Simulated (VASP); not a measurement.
# GaP: GW quasiparticle gap, part 2 of 4

Wanted: how far GW moves the Kohn-Sham levels of GaP. The cell is of the zinc-blende type, one of the forms listed for this formula. The start is a cell from a database of measured crystal structures.

VASP 6.6.1, plane waves and PAW; the level of theory is named at each step.

So far, gap on the k-mesh (eV): step 3 (empty bands) 1.65.

**4. evGW0**

This step: evGW0 on PBE; plane waves and PAW (Ga_d_GW, P_GW) (VASP 6.6.1).

The lowest NBANDSGW levels in G are updated for four passes while W stays fixed, so the result depends less on the starting levels.

INCAR reads:

```
SYSTEM = GaP
PREC = Accurate
ENCUT = 430
ISMEAR = 0
SIGMA = 0.01
LREAL = .FALSE.
GGA = PE
NBANDS = 264
ALGO = EVGW0
NELMGW = 4
ENCUTGW = 200
NOMEGA = 48
PRECFOCK = Fast
NBANDSGW = 24
LWAVE = .FALSE.
LCHARG = .FALSE.
```

POSCAR reads:

```
GaP
1.0
    0.0000000000      2.7252500000      2.7252500000
    2.7252500000      0.0000000000      2.7252500000
    2.7252500000      2.7252500000      0.0000000000
Ga P
1 1
Direct
    0.0000000000      0.0000000000      0.0000000000
    0.2500000000      0.2500000000      0.2500000000
```

KPOINTS reads:

```
Automatic mesh
0
Gamma
6 6 6
0 0 0
```

PAW data sets: Ga_d_GW and P_GW (PBE family, release 64).

On the command line:

```bash
> mpirun -np 8 vasp_std
```

The log of the run:

```text
[banner, memory and clock lines left out]
running    8 mpi-ranks, on    1 nodes
 distrk:  each k-point on    8 cores,    1 groups
 distr:  one band on    1 cores,    8 groups

 POSCAR found type information on POSCAR GaP
 POSCAR found :  2 types and       2 ions
 [... a notice as in an earlier step ...]

|                                                                             |
|           W    W    AA    RRRRR   N    N  II  N    N   GGGG   !!!           |
|           W    W   A  A   R    R  NN   N  II  NN   N  G    G  !!!           |
|           W    W  A    A  R    R  N N  N  II  N N  N  G       !!!           |
|           W WW W  AAAAAA  RRRRR   N  N N  II  N  N N  G  GGG   !            |
|           WW  WW  A    A  R   R   N   NN  II  N   NN  G    G                |
|           W    W  A    A  R    R  N    N  II  N    N   GGGG   !!!           |
|                                                                             |
|     The default for ENCUTGWSOFT is different in this version of VASP.       |
|     please manually set ENCUTGWSOFT =200 in the INCAR file.                 |
|                                                                             |

 LDA part: xc-table for (Slater+PW92), standard interpolation
 found WAVECAR, reading the header
 POSCAR, INCAR and KPOINTS ok, starting setup
 FFT: planning ... GRIDC
 FFT: planning ... GRID_SOFT
 FFT: planning ... GRID
 reading WAVECAR
 the WAVECAR file was read successfully
 initial charge from wavefunction
 available memory per node:     87.87 GB, setting MAXMEM to     89982

 The Fermi energy was updated, please check that it is located mid-gap
 values below the HOMO (VB) or above the LUMO (CB) will cause erroneous energies
 E-fermi :   5.1885

 calculate exact exchange contribution
 the WAVEDER file was read successfully
energies w=
    0.000    0.000    0.582    0.000    1.161    0.000    1.736    0.000
    2.304    0.000    2.864    0.000    3.415    0.000    3.955    0.000
    4.486    0.000    5.007    0.000    5.518    0.000    6.021    0.000
    6.517    0.000    7.007    0.000    7.492    0.000    7.976    0.000
    8.458    0.000    8.942    0.000    9.430    0.000    9.923    0.000
   10.425    0.000   10.939    0.000   11.466    0.000   12.012    0.000
   12.578    0.000   13.172    0.000   13.797    0.000   14.460    0.000
   15.168    0.000   15.930    0.000   16.757    0.000   17.661    0.000
   18.660    0.000   19.774    0.000   21.031    0.000   22.464    0.000
   24.121    0.000   26.066    0.000   28.386    0.000   31.209    0.000
   34.724    0.000   39.225    0.000   45.196    0.000   53.490    0.000
   65.771    0.000   85.761    0.000  123.883    0.000  224.639    0.000
 responsefunction array rank=     280
 LDA part: xc-table for (Slater+PW92), standard interpolation

 min. memory requirement per mpi rank    358.9 MB, per node   2871.6 MB

 allocating   6 responsefunctions rank=   280
 shmem allocating  48 responsefunctions rank=   280
 response function shared by NCSHMEM nodes    1
 Doing            6  frequencies on each core in blocks of           48
NQ=   1    0.0000    0.0000    0.0000,
|.........|.........|.........|.........|.........|.........|.........|.........
 performed       1194000 updates of chi_q(r,r)
 total number of BLAS operations        640.86 Gflops
NQ=   2    0.1667    0.0000    0.0000,
|.........|.........|.........|.........|.........|.........|.........|.........
 performed       3249000 updates of chi_q(r,r)
 total number of BLAS operations       1875.64 Gflops
NQ=   3    0.3333    0.0000    0.0000,
|.........|.........|.........|.........|.........|.........|.........|.........
 performed       5304000 updates of chi_q(r,r)
 total number of BLAS operations       2953.52 Gflops
NQ=   4    0.5000    0.0000    0.0000,
|.........|.........|.........|.........|.........|.........|.........|.........
 performed       7055000 updates of chi_q(r,r)
 total number of BLAS operations       3945.10 Gflops
NQ=   5    0.1667    0.1667    0.0000,
|.........|.........|.........|.........|.........|.........|.........|.........
 performed       9110000 updates of chi_q(r,r)
 total number of BLAS operations       5108.83 Gflops
NQ=   6    0.3333    0.1667    0.0000,
|.........|.........|.........|.........|.........|.........|.........|.........
 performed      12255000 updates of chi_q(r,r)
 total number of BLAS operations       6796.96 Gflops
NQ=   7    0.5000    0.1667    0.0000,
|.........|.........|.........|.........|.........|.........|.........|.........
 performed      15400000 updates of chi_q(r,r)
 total number of BLAS operations       8485.08 Gflops
NQ=   8   -0.3333    0.1667    0.0000,
|.........|.........|.........|.........|.........|.........|.........|.........
 performed      18545000 updates of chi_q(r,r)
 total number of BLAS operations      10160.19 Gflops
NQ=   9   -0.1667    0.1667    0.0000,
|.........|.........|.........|.........|.........|.........|.........|.........
 performed      21285000 updates of chi_q(r,r)
 total number of BLAS operations      11746.45 Gflops
NQ=  10    0.3333    0.3333    0.0000,
|.........|.........|.........|.........|.........|.........|.........|.........
 performed      23340000 updates of chi_q(r,r)
 total number of BLAS operations      12910.18 Gflops
NQ=  11    0.5000    0.3333    0.0000,
|.........|.........|.........|.........|.........|.........|.........|.........
 performed      26485000 updates of chi_q(r,r)
 total number of BLAS operations      14624.47 Gflops
NQ=  12   -0.3333    0.3333    0.0000,
|.........|.........|.........|.........|.........|.........|.........|.........
 performed      29225000 updates of chi_q(r,r)
 total number of BLAS operations      16061.11 Gflops
NQ=  13    0.5000    0.5000    0.0000,
|.........|.........|.........|.........|.........|.........|.........|.........
 performed      30799000 updates of chi_q(r,r)
 total number of BLAS operations      16873.68 Gflops
NQ=  14    0.5000    0.3333    0.1667,
|.........|.........|.........|.........|.........|.........|.........|.........
 performed      34324000 updates of chi_q(r,r)
 total number of BLAS operations      18780.45 Gflops
NQ=  15   -0.3333    0.3333    0.1667,
|.........|.........|.........|.........|.........|.........|.........|.........
 performed      37647000 updates of chi_q(r,r)
 total number of BLAS operations      20550.04 Gflops
NQ=  16   -0.3333    0.5000    0.1667,
|.........|.........|.........|.........|.........|.........|.........|.........
 performed      40399000 updates of chi_q(r,r)
 total number of BLAS operations      22015.96 Gflops
 resolving degeneracies of screened two electron integrals

[...]
total number of BLAS operations      20550.04 Gflops
NQ=  16   -0.3333    0.5000    0.1667,
|.........|.........|.........|.........|.........|.........|.........|.........
 performed      40399000 updates of chi_q(r,r)
 total number of BLAS operations      22015.96 Gflops
 resolving degeneracies of screened two electron integrals

 calculate QP shifts <psi_nk| G(iteration)W_0 |psi_nk>: iteration 2
 allocating   6 responsefunctions rank=   280
 shmem allocating  48 responsefunctions rank=   280
 response function shared by NCSHMEM nodes    1
 Doing            6  frequencies on each core in blocks of           48
NQ=   1    0.0000    0.0000    0.0000,
|.........|.........|.........|.........|.........|.........|.........|.........
 performed       1194000 updates of chi_q(r,r)
 total number of BLAS operations        640.86 Gflops
NQ=   2    0.1667    0.0000    0.0000,
|.........|.........|.........|.........|.........|.........|.........|.........
 performed       3249000 updates of chi_q(r,r)
 total number of BLAS operations       1875.64 Gflops
NQ=   3    0.3333    0.0000    0.0000,
|.........|.........|.........|.........|.........|.........|.........|.........
 performed       5304000 updates of chi_q(r,r)
 total number of BLAS operations       2953.52 Gflops
NQ=   4    0.5000    0.0000    0.0000,
|.........|.........|.........|.........|.........|.........|.........|.........
 performed       7055000 updates of chi_q(r,r)
 total number of BLAS operations       3945.10 Gflops
NQ=   5    0.1667    0.1667    0.0000,
|.........|.........|.........|.........|.........|.........|.........|.........
 performed       9110000 updates of chi_q(r,r)
 total number of BLAS operations       5108.83 Gflops
NQ=   6    0.3333    0.1667    0.0000,
|.........|.........|.........|.........|.........|.........|.........|.........
 performed      12255000 updates of chi_q(r,r)
 total number of BLAS operations       6796.96 Gflops
NQ=   7    0.5000    0.1667    0.0000,
|.........|.........|.........|.........|.........|.........|.........|.........
 performed      15400000 updates of chi_q(r,r)
 total number of BLAS operations       8485.08 Gflops
NQ=   8   -0.3333    0.1667    0.0000,
|.........|.........|.........|.........|.........|.........|.........|.........
 performed      18545000 updates of chi_q(r,r)
 total number of BLAS operations      10160.19 Gflops
NQ=   9   -0.1667    0.1667    0.0000,
|.........|.........|.........|.........|.........|.........|.........|.........
 performed      21285000 updates of chi_q(r,r)
 total number of BLAS operations      11746.45 Gflops
NQ=  10    0.3333    0.3333    0.0000,
|.........|.........|.........|.........|.........|.........|.........|.........
 performed      23340000 updates of chi_q(r,r)
 total number of BLAS operations      12910.18 Gflops
NQ=  11    0.5000    0.3333    0.0000,
|.........|.........|.........|.........|.........|.........|.........|.........
 performed      26485000 updates of chi_q(r,r)
 total number of BLAS operations      14624.47 Gflops
NQ=  12   -0.3333    0.3333    0.0000,
|.........|.........|.........|.........|.........|.........|.........|.........
 performed      29225000 updates of chi_q(r,r)
 total number of BLAS operations      16061.11 Gflops
NQ=  13    0.5000    0.5000    0.0000,
|.........|.........|.........|.........|.........|.........|.........|.........
 performed      30799000 updates of chi_q(r,r)
 total number of BLAS operations      16873.68 Gflops
NQ=  14    0.5000    0.3333    0.1667,
|.........|.........|.........|.........|.........|.........|.........|.........
 performed      34324000 updates of chi_q(r,r)
 total number of BLAS operations      18780.45 Gflops
NQ=  15   -0.3333    0.3333    0.1667,
|.........|.........|.........|.........|.........|.........|.........|.........
 performed      37647000 updates of chi_q(r,r)
 total number of BLAS operations      20550.04 Gflops
NQ=  16   -0.3333    0.5000    0.1667,
|.........|.........|.........|.........|.........|.........|.........|.........
 performed      40399000 updates of chi_q(r,r)
 total number of BLAS operations      22015.96 Gflops
 resolving degeneracies of screened two electron integrals

 calculate QP shifts <psi_nk| G(iteration)W_0 |psi_nk>: iteration 3
 allocating   6 responsefunctions rank=   280
 shmem allocating  48 responsefunctions rank=   280
 response function shared by NCSHMEM nodes    1
 Doing            6  frequencies on each core in blocks of           48
NQ=   1    0.0000    0.0000    0.0000,
|.........|.........|.........|.........|.........|.........|.........|.........
 performed       1194000 updates of chi_q(r,r)
 total number of BLAS operations        640.86 Gflops
NQ=   2    0.1667    0.0000    0.0000,
|.........|.........|.........|.........|.........|.........|.........|.........
 performed       3249000 updates of chi_q(r,r)
 total number of BLAS operations       1875.64 Gflops
NQ=   3    0.3333    0.0000    0.0000,
|.........|.........|.........|.........|.........|.........|.........|.........
 performed       5304000 updates of chi_q(r,r)
 total number of BLAS operations       2953.52 Gflops
NQ=   4    0.5000    0.0000    0.0000,
|.........|.........|.........|.........|.........|.........|.........|.........
 performed       7055000 updates of chi_q(r,r)
 total number of BLAS operations       3945.10 Gflops
NQ=   5    0.1667    0.1667    0.0000,
|.........|.........|.........|.........|.........|.........|.........|.........
 performed       9110000 updates of chi_q(r,r)
 total number of BLAS operations       5108.83 Gflops
NQ=   6    0.3333    0.1667    0.0000,
|.........|.........|.........|.........|.........|.........|.........|.........
 performed      12255000 updates of chi_q(r,r)
 total number of BLAS operations       6796.96 Gflops
NQ=   7    0.5000    0.1667    0.0000,
|.........|.........|.........|.........|.........|.........|.........|.........
 performed      15400000 updates of chi_q(r,r)
 total number of BLAS operations       8485.08 Gflops
NQ=   8   -0.3333    0.1667    0.0000,
|.........|.........|.........|.........|.........|.........|.........|.........
 performed      18545000 updates of chi_q(r,r)
 total number of BLAS operations      10160.19 Gflops
NQ=   9   -0.1667    0.1667    0.0000,
|.........|.........|.........|.........|.........|.........|.........|.........
 performed      21285000 updates of chi_q(r,r)
 total number of BLAS operations      11746.45 Gflops
NQ=  10    0.3333    0.3333    0.0000,
|.........|.........|.........|.........|.........|.........|.........|.........
 performed      23340000 updates of chi_q(r,r)
 total number of BLAS operations      12910.18 Gflops
NQ=  11    0.5000    0.3333    0.0000,
|.........|.........|.........|.........|.........|.........|.........|.........
 performed      26485000 updates of chi_q(r,r)
 total number of BLAS operations      14624.47 Gflops
NQ=  12   -0.3333    0.3333    0.0000,
|.........|.........|.........|.........|.........|.........|.........|.........
 performed      29225000 updates of chi_q(r,r)
 total number of BLAS operations      16061.11 Gflops
NQ=  13    0.5000    0.5000    0.0000,
|.........|.........|.........|.........|.........|.........|.........|.........
 performed      30799000 updates of chi_q(r,r)
 total number of BLAS operations      16873.68 Gflops
NQ=  14    0.5000    0.3333    0.1667,
|.........|.........|.........|.........|.........|.........|.........|.........
 performed      34324000 updates of chi_q(r,r)
 total number of BLAS operations      18780.45 Gflops
NQ=  15   -0.3333    0.3333    0.1667,
|.........|.........|.........|.........|.........|.........|.........|.........
 performed      37647000 updates of chi_q(r,r)
 total number of BLAS operations      20550.04 Gflops
NQ=  16   -0.3333    0.5000    0.1667,
|.........|.........|.........|.........|.........|.........|.........|.........
 performed      40399000 updates of chi_q(r,r)
 total number of BLAS operations      22015.96 Gflops
 resolving degeneracies of screened two electron integrals

 calculate QP shifts <psi_nk| G(iteration)W_0 |psi_nk>: iteration 4
 entering main loop
```

Wall time 42 min (8 MPI ranks of AMD EPYC 7R43, shared host); peak memory 3 GiB; 5.6 h of CPU time.

(Part 2 of 4 ends here.)

[Lines on the potential files, build, host, timing and source positions are cut from VASP's logs without a mark.]

[Logs are printed without paths, hosts, clocks, repeated set-up lines and the standing remarks that a program may print on its own settings, such as how far it seeks lower states.]

[Hosts, paths, dates, database ids (printed as entryN), source tags and the programs' standing remarks are cut or masked in the printed files.]

[Pressures printed for these runs are not shown converged in the cutoff: they can be off by several GPa and have the wrong sign.]
